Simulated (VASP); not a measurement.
Given:

```xyz
4
Lattice="1.5505 -2.6855 0.0000 1.5505 2.6855 0.0000 0.0000 0.0000 4.9663" Properties=species:S:1:pos:R:3 pbc="T T T"
Al     1.5505    -0.8952     2.4836
Al     1.5505     0.8952     0.0004
N      1.5505    -0.8952     4.3798
N      1.5505     0.8952     1.8967
```

All values below come from SCAN meta-GGA, VASP's PBE PAW potentials (set 64) (plane waves; VASP). Numerical set-up: 520 eV cut-off, 9×9×5 Γ-centred mesh, tetrahedra with Blöchl corrections, potentials Al N.

Q: What does the run give for the energy per atom (σ→0), band gap (over mesh and band path) with the smallest direct gap where there is one?

A: 
```yaml
band gap (over mesh and band path): 4.95 eV
smallest direct gap (over mesh and band path): 4.95 eV
energy per atom (σ→0): -10.225 eV/atom
```

Total energies compare only between runs with the same potentials, cut-off and functional.

The compound is AlN in the wurtzite structure. It was relaxed first.
